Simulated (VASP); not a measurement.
Output of a VASP run:

### OSZICAR
```
       N       E                     dE             d eps       ncg     rms          rms(c)
DAV:   1     0.265077415810E+03    0.26508E+03   -0.22616E+04   522   0.125E+03
DAV:   2    -0.648660819684E+02   -0.32994E+03   -0.32357E+03   671   0.315E+02
DAV:   3    -0.811012046253E+02   -0.16235E+02   -0.16198E+02   612   0.805E+01
DAV:   4    -0.812917389772E+02   -0.19053E+00   -0.19035E+00   620   0.938E+00
DAV:   5    -0.812951735008E+02   -0.34345E-02   -0.34334E-02   607   0.123E+00    0.265E+01
DAV:   6    -0.713059408242E+02    0.99892E+01   -0.42118E+01   582   0.363E+01    0.123E+01
DAV:   7    -0.712663502707E+02    0.39591E-01   -0.11954E+00   650   0.572E+00    0.462E+00
DAV:   8    -0.712586369213E+02    0.77133E-02   -0.67410E-02   602   0.197E+00    0.168E+00
DAV:   9    -0.712690849118E+02   -0.10448E-01   -0.24408E-02   587   0.117E+00    0.156E-01
DAV:  10    -0.712707595278E+02   -0.16746E-02   -0.28935E-03   602   0.327E-01    0.682E-02
DAV:  11    -0.712708577468E+02   -0.98219E-04   -0.45699E-04   607   0.136E-01    0.213E-02
DAV:  12    -0.712708717070E+02   -0.13960E-04   -0.17174E-05   607   0.251E-02    0.681E-03
DAV:  13    -0.712708777776E+02   -0.60706E-05   -0.94363E-06   592   0.182E-02    0.283E-03
DAV:  14    -0.712708780920E+02   -0.31443E-06   -0.41640E-07   396   0.418E-03
   1 F= -.71270878E+02 E0= -.71270878E+02  d E =-.347893E-53
```

**OUTCAR**
```
------------------------ aborting loop because EDIFF is reached ----------------------------------------
  FORCE on cell =-STRESS in cart. coord.  units (eV):
  Direction    XX          YY          ZZ          XY          YZ          ZX
  --------------------------------------------------------------------------------------
  Total        6.6069401      6.6069430      6.6143435     -0.0000000      0.0000000      0.0000000
  in kB       97.3044499     97.3044933     97.4134846     -0.0000000      0.0000000      0.0000000
  external PRESSURE =      97.3408092 kB  Pullay stress =       0.0000000 kB
  volume of cell :      108.79
      direct lattice vectors                 reciprocal lattice vectors
     4.844194000  0.000000000  0.000000000     0.206432690  0.119183943  0.000000000
    -2.422097000  4.195196000  0.000000000     0.000000000  0.238367886  0.000000000
     0.000000000  0.000000000  5.353089000     0.000000000  0.000000000  0.186808028
 POSITION                                       TOTAL-FORCE (eV/Angst)
 -----------------------------------------------------------------------------------
      1.28635      2.22803      0.00000         0.011785      0.020412      0.000000
      2.27149      0.00000      1.78436        -0.023569     -0.000000      0.000000
     -1.13575      1.96717      3.56873         0.011785     -0.020412      0.000000
      0.30288      1.73425      4.20159         0.360216     -0.578129     -0.382745
      0.76875      3.59037      0.63286         0.320567      0.601021     -0.382745
     -1.07163      3.06577      2.41722        -0.680783     -0.022891     -0.382745
      1.35046      1.12943      1.15150        -0.680783      0.022891      0.382745
      2.72498      2.46094      4.72023         0.360216      0.578129      0.382745
      3.19085      0.60482      2.93586         0.320567     -0.601021      0.382745
 -----------------------------------------------------------------------------------
    total drift:                                0.002762     -0.001301      0.000000
  FREE ENERGIE OF THE ION-ELECTRON SYSTEM (eV)
  ---------------------------------------------------
  free  energy   TOTEN  =       -71.2708780920 eV

  energy  without entropy=      -71.2708780920  energy(sigma->0) =      -71.27087809
```
(Selected blocks of OUTCAR.)

File POSCAR:
```
SiO2
1
    4.8441940000     0.0000000000     0.0000000000
   -2.4220970000     4.1951960000     0.0000000000
    0.0000000000     0.0000000000     5.3530890000
Si O
3 6
Direct
  0.5310900000   0.5310900000   0.0000000000
  0.4689100000   0.0000000000   0.3333330000
  0.0000000000   0.4689100000   0.6666670000
  0.2692200000   0.4133900000   0.7848900000
  0.5866100000   0.8558300000   0.1182230000
  0.1441700000   0.7307800000   0.4515570000
  0.4133900000   0.2692200000   0.2151100000
  0.8558300000   0.5866100000   0.8817770000
  0.7307800000   0.1441700000   0.5484430000
```

Problem. Reconstruct the remaining input files.

Solution. This is not unique; one that fits is the input of the run itself, PW91 GGA, plane waves, VASP's PBE PAW potentials (set 64).

INCAR:
```
SYSTEM = SiO2
PREC = Accurate
ENCUT = 400
EDIFF = 1E-6
NELM = 100
ALGO = Normal
LREAL = .FALSE.
LASPH = .TRUE.
ISMEAR = 0
SIGMA = 0.01
GGA = 91
LWAVE = .FALSE.
LCHARG = .FALSE.
ISIF = 2
```

### KPOINTS
```
Automatic mesh
0
Gamma
4 4 3
0 0 0
```

POTCAR, in this order: Si O (PBE.64 set). Program: vasp_std.

At this cut-off the stress carries a Pulay error, which pulls relaxed volumes low.

The structure comes from a computed database's SiO2 entry; how it stands against other phases isn't given here. The cell was not relaxed at this level. The run is one of a series of settings (GGA = 91 against the base run), some of them coarse on purpose.
